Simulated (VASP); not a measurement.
Given:

```
CELL_PARAMETERS angstrom
      3.30779     0.00000     0.00000
     -1.65389     2.86463     0.00000
      0.00000     0.00000     4.98288
ATOMIC_POSITIONS crystal
  Mg 0.33333 0.66667 0.00216
  Mg 0.66667 0.33333 0.50216
  O  0.33333 0.66667 0.40244
  O  0.66667 0.33333 0.90244
```

Method: PBEsol GGA, VASP's PBE PAW potentials (set 64) (plane waves; VASP). Settings: 520 eV cut-off, 9×9×5 Γ-centred mesh, tetrahedra with Blöchl corrections, potentials Mg O.

The cores are frozen, which limits the accuracy of field gradients.

Give the principal components of the electric field gradient (V/Å²) and the asymmetry η at each nucleus.

| atom | Vxx | Vyy | Vzz | η |
|---|---|---|---|---|
| Mg1 | -3.2 | -3.2 | 6.5 | 0.00 |
| Mg2 | -3.2 | -3.2 | 6.5 | 0.00 |
| O3 | 1.0 | 1.0 | -2.0 | 0.00 |
| O4 | 1.0 | 1.0 | -2.0 | 0.00 |

The structure comes from a computed database's MgO entry (P6_3mc); how it stands against other phases isn't given here. The cell was not relaxed at this level.
